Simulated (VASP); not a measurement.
Given:

```
Cu
1.0
    4.38501     0.00000     0.00000
    2.92334     3.26839     0.00000
    0.00000     0.00000    24.48384
Cu
12
Cartesian
  2.54450   1.13794   7.97301
  4.75101   2.12472   8.65149
  6.95673   3.11114   9.40212
  1.80281   0.80624  10.24938
  4.00205   1.78977  11.04640
  6.20676   2.77575  11.84253
  1.10159   0.49264  12.64131
  3.30630   1.47862  13.43745
  5.50554   2.46215  14.23446
  0.35161   0.15725  15.08172
  2.55733   1.14367  15.83235
  4.76384   2.13046  16.51083
```

Calculation: r2SCAN meta-GGA, VASP's PBE PAW potentials (set 64) (plane waves; VASP). Settings: PREC = Normal, 400 eV cut-off, 9×9×1 Γ-centred mesh, first-order Methfessel-Paxton smearing of 0.10 eV, potentials Cu.

**Question.** What does the run give for the energy per atom (σ→0), band gap (on the k-mesh) with the smallest direct gap where there is one?

**Answer.** 
```json
{
 "band gap (on the k-mesh)": "none (metal, semimetal or under 0.01 eV)",
 "energy per atom (σ→0)": "-1017.4 kJ/mol of atoms"
}
```

Total energies compare only between runs with the same potentials, cut-off and functional.

The cell is a thin slab with vacuum, built from Cu (fcc): (210) face.
